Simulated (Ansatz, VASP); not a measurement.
# PtSe2: VASP beside Ansatz, part 2 of 2

Aim: how closely do two programs agree when they are given the same cell, functional and k mesh? The start cell is built, not measured: As first built, before any earlier steps moved the atoms: it takes the PtS2 structure with some of its atoms replaced by other elements, volume scaled by an estimate. The cell comes out of the VASP series on this material, whose earlier steps may have relaxed, scaled or displaced it; both programs get it as it stands.

VASP 6.6.1 and Ansatz 0.2.0.

So far: The starting structure; VASP: band structure, HSE03.

## (3) Ansatz: band structure, HSE03

Level of this step: Ansatz beside VASP: Kohn-Sham DFT, plane waves, HSE03 (Ansatz).

Ansatz runs on its default PAW (the set named soft_2) files.

The same cell, functional, mesh and smearing now go to Ansatz, which takes its cutoff from its data sets.

File input.yaml:

```yaml
crystal:
  lattice:
    - [3.7845975877, 0.0, 0.0]
    - [-1.8922987938, 3.2775575, 0.0]
    - [0.0, 0.0, 5.3840240956]
  atoms:
    - { symbol: Pt, position: [0.0, 0.0, 0.0] }
    - { symbol: Se, position: [0.33333333, 0.66666667, 0.2389777842] }
    - { symbol: Se, position: [0.66666667, 0.33333333, 0.7610222158] }
hamiltonian:
  xc: { exchange: pbe, correlation: pbe, exx: { coeff: 0.25, omega: 0.3 } }
  pseudopotentials: { kind: paw }
kpoints:
  mp_grid: { grid: [4, 4, 3] }
  band_path:
    path:
      - [0.0, 0.0, 0.0]
      - [0.4, 0.0, 0.0]
      - [0.4, 0.2, 0.0]
      - [0.33333, 0.33333, 0.0]
      - [0.2, 0.2, 0.0]
      - [0.0, 0.0, 0.1]
      - [0.0, 0.0, 0.5]
      - [0.4, 0.0, 0.5]
      - [0.4, 0.2, 0.5]
      - [0.2, 0.2, 0.5]
      - [0.5, 0.0, 0.4]
      - [0.33333, 0.33333, 0.0]
      - [0.33333, 0.33333, 0.5]
    npoints: 1
scf:
  occupations: { method: gaussian, width: 0.02 }
  n_extra_bands: 7
output:
  forces: true
  stress: true
  eigenvalues: true
```

Run with:

```sh
$ ansatz run input.yaml --threads 4 --pin off --max-ram 9216MiB --backend cpu --events-out ev --progress --plain --runs-dir out
```

Numbers of over 12 decimals in the logs are rounded to 6 here.

The program printed:

```text
Warning: output.stress: scf.convergence.dr2_threshold = 1e-7 eV (the SCF's general default) is looser than the 3e-10 eV advised for a printed stress (1e-10 eV for each atom of the cell: 3). What an SCF threshold leaves in a stress goes as its square root, and in the free energy as the threshold itself, and one threshold admits the most on a small cell: [figures from the program's tests cut] Set scf.convergence.dr2_threshold to 3e-10 eV or tighter. The threshold is an SCF's pass mark: one that does not reach it within its budget of iterations ends unconverged, or closes short of it on a stop that the run arms, and scf.convergence.dr2_threshold's page says what that costs each kind of run
Warning: output.stress: scf.exx.energy_threshold = 1e-6 eV is looser than the 3e-8 eV advised for a stress under a hybrid functional (1e-8 eV for each atom of the cell: 3). Every SCF of the exchange loop can meet its threshold on dr2 while the loop round them stops early: no threshold on dr2 bounds what that leaves in the stress. Set scf.exx.energy_threshold to 3e-8 eV or tighter. The threshold is the loop's pass mark: a loop that does not reach it within its budget of cycles ends unconverged, and scf.exx.energy_threshold's page has the law
scf.n_extra_bands = 7 over 25 filled bands (N_el = 50.0): the run solves 32 bands
Engine: ansatz 0.2.0, aarch64-unknown-linux-gnu
Pseudopotentials: kind: paw
Pseudopotential: Pt, paw, valence charge 18, recommended cutoff 420 eV (normal), Pt.paw.azcp
Pseudopotential: Se, paw, valence charge 16, recommended cutoff 420 eV (normal), Se.paw.azcp
Functional definition: unnamed
  parameter a_1 = 0.25
  parameter omega_1 = 0.3/angstrom
  exchange = pbe_x + (-a_1)*pbe_x_sr(omega_1) + a_1*exact_x_sr(omega_1)
  correlation = pbe_c
Crystal: 3 atoms, lattice volume = 66.785 Å³
Basis set: ecut = 420 eV, 1277 PW (Γ), exchange–correlation on 54×54×72 points (8 copies of the dense FFT grid, shifted against one another)
Bands: 32, of which v1, the nominal top of the filled ones, is band 25 counted from 1 (24 counted from 0)
Symmetry: 12 space group operations
Space group: P-3m1 (ITA 164), of the structure as read, at distance tolerance 4.1e-5 Å
k-points: 9 of 48
Non-local potential: Pt, projectors of the file, l = 0: 3, l = 1: 2, l = 2: 2, l = 3: 1
Non-local potential: Se, projectors of the file, l = 0: 2, l = 1: 2, l = 2: 3, l = 3: 1
PAW form: soft (Blöchl's): semilocal exchange-correlation on the pseudo side does not see the compensation charge
PAW frozen core: Pt, regenerated for the run's functional, and the local potential with it (the file was generated under x = pbe(κ = 0.804, μ = 0.219515), c = pbe(β = 0.066725))
PAW frozen core: Se, regenerated for the run's functional, and the local potential with it (the file was generated under x = pbe(κ = 0.804, μ = 0.219515), c = pbe(β = 0.066725))
PAW one-centre angular grid: Pt, 590 points (default); XC on 64 Gauss nodes
PAW one-centre angular grid: Se, 590 points (default); XC on 64 Gauss nodes
Initial density: superposition of atomic densities (neutral atoms: chi_scale 0, normalization atom), corrected by the library's trained network
Initial wavefunctions: pseudopotential atomic-orbital guess
Functional: x = pbe(κ = 0.804, μ = 0.219515), c = pbe(β = 0.066725), warm-up for x = pbe(κ = 0.804, μ = 0.219515) + 0.25 (exact − pbe) at short range (hse, ω = 0.3 Å⁻¹), c = pbe(β = 0.066725)
SCF iter   1: F=—  HF=-23462.376309 eV  |F-HF|=—  |Δ(HF+E_count)|=         —  Δρ=5.08e-3  dr2=1.89e-2  ethr=1.77e-3  ⟨swp⟩=8.6  Hψ=1196  notcnv=0
preconditioner: auto → Kerker (q_TF=auto, 2.600 Å⁻¹)  [metal: Δε(μ)=0.023 eV  Ē_g=11.138 eV  σ=0.020 eV  W_gap=0.49  n_scr=22 (ndim 8)  ℏωp=21.3 eV  f_vac=0.075  D(μ)=3.59/eV (n_scr^D=34)]
iter 2 solved again at ethr=2.82e-6 eV; its pass at ethr=3.78e-5 eV (dr2=1.41e-3 eV) is discarded
SCF iter   2: F=—  HF=-23462.373842 eV  |F-HF|=—  |Δ(HF+E_count)|=   2.47e-3  Δρ=1.33e-3  dr2=1.41e-3  ethr=2.82e-6  ⟨swp⟩=2.3  Hψ=1226  notcnv=0  defer=1
preconditioner: auto → none  [insulator: Δε(μ)=0.623 eV  Ē_g=11.145 eV  σ=0.020 eV  W_gap=0.83  n_scr=22 (ndim 8)  ℏωp=21.3 eV  f_vac=0.075  D(μ)=4.45/eV (n_scr^D=40)]
SCF iter   3: F=—  HF=-23462.374077 eV  |F-HF|=—  |Δ(HF+E_count)|=   2.35e-4  Δρ=8.54e-4  dr2=8.34e-4  ethr=2.82e-6  ⟨swp⟩=3.2  Hψ=664  notcnv=0  defer=1
SCF iter   4: F=—  HF=-23462.374038 eV  |F-HF|=—  |Δ(HF+E_count)|=   3.84e-5  Δρ=3.33e-4  dr2=2.84e-5  ethr=1.67e-6  ⟨swp⟩=3.0  Hψ=575  notcnv=0
SCF iter   5: F=—  HF=-23462.374137 eV  |F-HF|=—  |Δ(HF+E_count)|=   9.92e-5  Δρ=1.16e-4  dr2=1.04e-5  ethr=5.68e-8  ⟨swp⟩=4.0  Hψ=769  notcnv=0
SCF iter   6: F=—  HF=-23462.374141 eV  |F-HF|=—  |Δ(HF+E_count)|=   3.21e-6  Δρ=2.30e-5  dr2=3.25e-7  ethr=2.09e-8  ⟨swp⟩=3.0  Hψ=551  notcnv=0
SCF iter   7: F=—  HF=-23462.374141 eV  |F-HF|=—  |Δ(HF+E_count)|=   2.38e-7  Δρ=4.38e-6  dr2=1.34e-8  ethr=6.50e-10  ⟨swp⟩=3.3  Hψ=619  notcnv=0
SCF iter   8: F=—  HF=-23462.374141 eV  |F-HF|=—  |Δ(HF+E_count)|=   1.36e-8  Δρ=2.06e-6  dr2=4.37e-9  ethr=2.68e-11  ⟨swp⟩=3.4  Hψ=675  notcnv=0
SCF iter   9: F=-23462.374141 eV  HF=-23462.374141 eV  |F-HF|=1.82e-10  |Δ(HF+E_count)|=  8.00e-11  Δρ=5.22e-7  dr2=2.50e-10  ethr=8.74e-12  ⟨swp⟩=3.0  Hψ=539  notcnv=0
SCF 1 converged in 9 iterations: F = -23462.374141 eV  dr2 = 2.50e-10
[...]
Frozen-core exchange: fock
[...]
preconditioner: auto → none  [insulator: Δε(μ)=0.041 eV  Ē_g=12.395 eV  σ=0.020 eV  W_gap=0.80  n_scr=22 (ndim 8)  ℏωp=21.3 eV  f_vac=0.075  D(μ)=1.87/eV (n_scr^D=20)]
[...]
SCF iter   5: F=—  HF=-23467.526848 eV  |F-HF|=—  |Δ(HF+E_count)|=   6.74e-5  Δρ=2.73e-4  dr2=3.14e-5  ethr=6.38e-7  ⟨swp⟩=3.1  Hψ=636  notcnv=0
SCF iter   6: F=-23467.526848 eV  HF=-23467.526849 eV  |F-HF|=4.52e-7  |Δ(HF+E_count)|=   6.91e-7  Δρ=3.14e-5  dr2=4.83e-7  ethr=5.26e-8  ⟨swp⟩=3.9  Hψ=627  notcnv=0
SCF 2 stopped early in 6 iterations: F = -23467.526848 eV  dr2 = 4.83e-7
  Residual-converged pass: ⟨swp⟩=4.0  Hψ=910  notcnv=0  max |occ|·‖R‖ = 6.2e-6 eV (tolerance 6.7e-6 eV)  dr2=4.67e-7  dr2_onsite=2.04e-7  max |Δocc| = 3.7e-10
hybrid outer 1: dexx = +1.672e-2 eV, tail = 1.77e-4 eV
Exchange kernel: α = 0.2500, screened, ω = 0.3000 Å⁻¹, Wigner–Seitz truncation, v(0) = 502.3421 eV·Å³, q-mesh 4×4×3, nearest image of the exchange supercell L = 15.14 Å, pair-density grid 15×15×24, without the augmentation charges, whose exchange is taken in its separable form by FFT convolution over the k-point mesh (sized by the pseudopotential files, 24×24×36 at the most), smooth part of the exact exchange by density-matrix convolution
Frozen-core exchange: fock
SCF iter   1: F=—  HF=-23467.527280 eV  |F-HF|=—  |Δ(HF+E_count)|=         —  Δρ=7.68e-5  dr2=8.28e-7  ethr=1.77e-6  ⟨swp⟩=5.0  Hψ=619  notcnv=0
preconditioner: auto → none  [insulator: Δε(μ)=0.131 eV  Ē_g=12.408 eV  σ=0.020 eV  W_gap=1.00  n_scr=22 (ndim 8)  ℏωp=21.3 eV  f_vac=0.080  D(μ)=0.00/eV (n_scr^D=0)]
SCF iter   2: F=—  HF=-23467.527283 eV  |F-HF|=—  |Δ(HF+E_count)|=   2.40e-6  Δρ=4.94e-5  dr2=3.78e-7  ethr=1.58e-9  ⟨swp⟩=4.1  Hψ=957  notcnv=0
SCF iter   3: F=—  HF=-23467.527283 eV  |F-HF|=—  |Δ(HF+E_count)|=   2.92e-9  Δρ=2.18e-5  dr2=6.77e-8  ethr=7.47e-10  ⟨swp⟩=3.1  Hψ=541  notcnv=0  defer=2
SCF iter   4: F=—  HF=-23467.527283 eV  |F-HF|=—  |Δ(HF+E_count)|=   2.02e-8  Δρ=9.65e-6  dr2=1.20e-7  ethr=1.35e-10  ⟨swp⟩=3.6  Hψ=661  notcnv=0  defer=2
SCF iter   5: F=—  HF=-23467.527283 eV  |F-HF|=—  |Δ(HF+E_count)|=   2.87e-8  Δρ=2.35e-6  dr2=4.20e-9  ethr=1.35e-10  ⟨swp⟩=3.2  Hψ=594  notcnv=0  defer=2
SCF iter   6: F=-23467.527283 eV  HF=-23467.527283 eV  |F-HF|=3.64e-11  |Δ(HF+E_count)|=   1.15e-9  Δρ=3.49e-7  dr2=5.07e-11  ethr=8.15e-12  ⟨swp⟩=3.6  Hψ=664  notcnv=0  defer=2
SCF 3 converged in 6 iterations: F = -23467.527283 eV  dr2 = 5.07e-11
  Residual-converged pass: ⟨swp⟩=3.8  Hψ=802  notcnv=0  max |occ|·‖R‖ = 2.6e-7 eV (tolerance 2.7e-7 eV)  dr2=5.21e-11  dr2_onsite=4.44e-11  max |Δocc| = 9.9e-14
hybrid outer 2: dexx = +1.019e-6 eV, tail = 5.92e-8 eV, Δε = 1.24e-3 eV (about 4.12e-5 eV left of the loop's levels), ΔF = 1.21e-2 eV/Å (tail 1.90e-3)
Exchange kernel: α = 0.2500, screened, ω = 0.3000 Å⁻¹, Wigner–Seitz truncation, v(0) = 502.3421 eV·Å³, q-mesh 4×4×3, nearest image of the exchange supercell L = 15.14 Å, pair-density grid 15×15×24, without the augmentation charges, whose exchange is taken in its separable form by FFT convolution over the k-point mesh (sized by the pseudopotential files, 24×24×36 at the most), smooth part of the exact exchange by density-matrix convolution
Frozen-core exchange: fock
SCF iter   1: F=—  HF=-23467.527283 eV  |F-HF|=—  |Δ(HF+E_count)|=         —  Δρ=4.35e-6  dr2=3.55e-9  ethr=5.92e-10  ⟨swp⟩=7.1  Hψ=713  notcnv=0
SCF iter   2: F=-23467.527283 eV  HF=-23467.527283 eV  |F-HF|=1.16e-9  |Δ(HF+E_count)|=   1.45e-9  Δρ=2.42e-6  dr2=1.53e-9  ethr=6.39e-12  ⟨swp⟩=4.2  Hψ=694  notcnv=0  defer=2
SCF 4 converged in 2 iterations: F = -23467.527283 eV  dr2 = 1.53e-9
  Residual-converged pass: ⟨swp⟩=3.9  Hψ=722  notcnv=0  max |occ|·‖R‖ = 2.5e-7 eV (tolerance 2.7e-7 eV)  dr2=1.53e-9  dr2_onsite=8.78e-11  max |Δocc| = 1.8e-14
hybrid outer 3: dexx = +2.318e-9 eV, tail = 3.29e-9 eV, Δε = 1.55e-4 eV (about 4.74e-5 eV left of the loop's levels), ΔF = 6.14e-4 eV/Å (tail 3.24e-4)
NSCF: frozen V_eff on 13 k-points
hybrid SCF converged: 3 outer / 14 inner (+9 warm-up), last move |dexx| = 2.32e-9 eV, tail = 3.29e-9 eV
Stability not checked: this state was not tested for a lower state beside it, because the functional holds exact exchange (a hybrid, or Hartree-Fock), whose exchange loop this test does not read (fock_operator; see scf.lower_state_search)
Free energy (F): -23467.527283 eV
Frozen-core exchange: fock
Harris-Foulkes:  -23467.527283 eV  (|F-HF|=1.16e-9)
Internal energy: -23467.527283 eV  (E = F + TS)
E sigma→0 (E₀):  -23467.527283 eV
Entropy (-TS):   -0.000000 eV (-0.000 meV/atom)
Fermi energy:    11.490087 eV
--- Per-component energies (eV) ---
  E_band       = -1168.123694
  E_kinetic    = 869.724102
  E_local      = -7309.368813  (includes V_loc(G=0)·N_el)
  E_nonlocal   = -990.314376
  E_hartree    = 3372.221754
  E_xc         = -380.573601
  E_vxc        = -400.565267  (∫ρ·V_xc dr)
  E_exx        = -191.243342  (= α·E_x^exact, valence–valence)
  E_paw        = -13176.129447  (= ΣΔE_a)
  E_vpaw       = 300.446572  (= ΣTr[D̂ρ^β])
  E_aug_tail   = -0.001021  (compensation charges beyond the density's cutoff)
  E_ewald      = -5657.669585
  E_core_change = -4.172954  (= ΣΔE_core)
  E_smearing   = -0.000000  (= −TS)
  E_closure    = 0.000001  (closes the sum)
  Σ components = -23467.527283   (vs F -23467.527283, Δ=0.00e0)
--- Forces (eV/Å), atoms counted from 1 ---
  atom   1  Pt    -0.00000000    -0.00000000     0.00000000
  atom   2  Se     0.00000000    -0.00000000    -0.41602284
  atom   3  Se    -0.00000000     0.00000000     0.41602284
  max |Σ_I F_I| component: 1.16e-18 eV/Å
--- Stress (GPa, compression-positive) ---
       -4.327860       0.000000       0.000000
        0.000000      -4.327860      -0.000000
        0.000000      -0.000000      -2.524697
  P = ⅓ Tr σ = -3.7268 GPa (-37.268 kbar)
--- Band table (eV; the first three rows and the last of 9) ---
  k-point 0: bands = [... 21 lower, 8.2505, 10.1695, 10.1695, 11.4273, 13.2000, 13.2000, 15.7117, 15.7859, ... 3 higher]
  k-point 1: bands = [... 21 lower, 8.3548, 9.7924, 9.9612, 9.9612, 13.6244, 13.6244, 16.2708, 17.3431, ... 3 higher]
  k-point 2: bands = [... 21 lower, 7.4537, 8.8649, 9.4015, 10.0719, 12.6805, 13.3512, 16.6279, 18.1688, ... 3 higher]
  k-point 8: bands = [... 21 lower, 7.2212, 7.8974, 8.5142, 9.1814, 12.3535, 13.2550, 17.3813, 18.4381, ... 3 higher]
```

Wall time 28 s (4 threads of Arm Neoverse V2, shared host); peak memory 0.89 GiB; 1.7 min of CPU time.

The column dr2 measures how far the density is from self-consistency, as an energy; F and HF (Harris–Foulkes) agree once it is small.

## (4) Comparison

Known differences besides the PAW data sets themselves: exact exchange at q = 0 is treated differently, which shows on coarse meshes; VASP keeps PBE cores, Ansatz makes them for the functional; the data sets hold 50 valence electrons in Ansatz (default PAW (the set named soft_2) files) and 22 in VASP; the cutoff is 420 eV in Ansatz and 400 eV in VASP; VASP takes a coarser grid for exact exchange (PRECFOCK = Fast). Total energies have different zeros and are not compared.

Both answers:

```tsv
quantity	Ansatz	VASP	difference
gap over the path points (eV)	0.295	0.284	+0.011
```

Forces (eV/Å; atoms numbered as in POSCAR):

```tsv
atom	Ansatz x, y, z	VASP x, y, z
Pt1	0.000, 0.000, 0.000	0.000, 0.000, 0.000
Se2	0.000, 0.000, -0.416	0.000, 0.000, -0.426
Se3	0.000, 0.000, 0.416	0.000, 0.000, 0.426
```

Levels at points of the path, from each program's valence-band top (eV; 4 filled, then empty):

```tsv
k (reciprocal lattice)	Ansatz	VASP
0.000 0.000 0.000	-3.18 -1.26 -1.26 0.00 1.77 1.77 4.28	-3.17 -1.25 -1.25 0.00 1.76 1.76 4.31
0.400 0.000 0.000	-4.03 -3.50 -3.10 -2.77 1.06 2.26 4.87	-4.02 -3.49 -3.10 -2.76 1.05 2.24 4.86
0.400 0.200 0.000	-4.34 -3.53 -2.96 -2.16 0.61 0.83 4.83	-4.33 -3.52 -2.95 -2.16 0.59 0.82 4.83
0.333 0.333 0.000	-4.53 -3.07 -2.37 -2.37 0.29 0.29 4.65	-4.52 -3.06 -2.37 -2.37 0.28 0.28 4.66
0.200 0.200 0.000	-4.19 -3.10 -3.02 -1.04 0.59 1.55 5.33	-4.18 -3.09 -3.01 -1.04 0.58 1.53 5.33
0.000 0.000 0.100	-3.17 -1.29 -1.29 -0.23 1.83 1.83 4.33	-3.17 -1.28 -1.28 -0.23 1.81 1.81 4.35
0.000 0.000 0.500	-2.93 -2.27 -1.53 -1.53 2.34 2.34 5.11	-2.93 -2.27 -1.52 -1.52 2.32 2.32 5.13
0.400 0.000 0.500	-3.94 -3.67 -2.72 -1.62 1.32 1.37 4.60	-3.94 -3.66 -2.72 -1.61 1.29 1.36 4.61
0.400 0.200 0.500	-4.34 -4.11 -2.92 -2.64 1.57 2.04 5.74	-4.33 -4.11 -2.92 -2.63 1.55 2.01 5.74
0.200 0.200 0.500	-4.11 -2.60 -2.48 -2.03 0.92 1.45 5.83	-4.11 -2.60 -2.48 -2.02 0.90 1.43 5.82
```

The forces differ by 4.9 meV/Å r.m.s., which is 2.4 % of the r.m.s. force of 0.20 eV/Å (both taken over all components). Among the levels compared (up to four filled and three empty ones at each point), filled levels agree within 14 meV and empty ones within 28 meV.

## (5) Results

| Property | Result |
| --- | --- |
| difference in gap over the path points (band structure, HSE03) | 0.011 eV |
| r.m.s. force difference (band structure, HSE03) | 2.4 % of the r.m.s. force |

**Reading.** The r.m.s. force difference is 2.4 % of the r.m.s. force (band structure, HSE03), within the 3 % picked in this series as the mark of a large difference. Differences of this kind measure data sets and numerical settings, not the functional's error against experiment.

[Lines on the potential files, build, host, timing and source positions are cut from VASP's logs without a mark.]

[Logs are printed without paths, hosts, clocks, repeated set-up lines and the standing remarks that a program may print on its own settings, such as how far it seeks lower states.]

[Hosts, paths, dates, database ids (printed as entryN), source tags and the programs' standing remarks are cut or masked in the printed files.]
